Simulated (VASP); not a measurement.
Given:

```
CELL_PARAMETERS angstrom
     -1.78437     1.78437     3.59606
      1.78437    -1.78437     3.59606
      1.78437     1.78437    -3.59606
ATOMIC_POSITIONS crystal
  Li 0.00000 0.00000 0.00000
  Cu 0.75000 0.25000 0.50000
  Cu 0.25000 0.75000 0.50000
  Cu 0.50000 0.50000 0.00000
```

The numbers are results of PBEsol GGA, VASP's PBE PAW potentials (set 64) (plane waves; VASP 6.6.1), not measurements. Numerical set-up: 520 eV cut-off, 13×13×13 Γ-centred mesh, tetrahedra with Blöchl corrections, potentials Li_sv Cu.

Question: Tabulate the total density of states (states/eV per cell) against energy (eV; zero at the valence-band maximum or, without a gap, the Fermi level).

Answer: 
```tsv
E (eV)	DOS (states/eV)
-9.98	0.00
-9.86	0.00
-9.62	0.00
-9.50	0.00
-9.26	0.00
-9.14	0.00
-8.90	0.00
-8.78	0.00
-8.66	0.00
-8.42	0.02
-8.30	0.09
-8.06	0.20
-7.94	0.24
-7.82	0.28
-7.58	0.33
-7.46	0.37
-7.22	0.43
-7.10	0.46
-6.86	0.53
-6.74	0.58
-6.62	0.63
-6.38	0.71
-6.26	0.74
-6.02	0.91
-5.90	0.98
-5.78	0.96
-5.54	0.82
-5.42	0.74
-5.18	0.56
-5.06	0.54
-4.82	1.16
-4.70	1.35
-4.58	2.59
-4.34	4.47
-4.22	5.54
-3.98	13.1
-3.86	14.7
-3.74	12.8
-3.50	8.37
-3.38	9.04
-3.14	11.7
-3.02	11.6
-2.78	11.4
-2.66	9.05
-2.54	12.3
-2.30	14.7
-2.18	14.5
-1.94	8.30
-1.82	10.8
-1.70	7.59
-1.46	2.22
-1.34	1.75
-1.10	1.19
-0.98	1.17
-0.74	1.16
-0.62	1.02
-0.50	1.05
-0.26	1.10
-0.14	1.10
0.10	1.22
0.22	1.22
0.34	1.13
0.58	1.11
0.70	1.11
0.94	1.06
1.06	1.05
1.30	1.02
1.42	1.05
1.54	1.06
1.78	1.08
1.90	1.10
2.14	0.93
2.26	0.81
2.38	0.75
2.62	0.68
2.74	0.68
2.98	0.78
3.10	0.81
3.34	0.88
3.46	0.88
```
Within 2 eV below the Fermi level the largest weight inside VASP's projection spheres is Cu d.

The structure comes from a computed database's LiCu3 entry (I4/mmm); how it stands against other phases isn't given here. It was relaxed first.
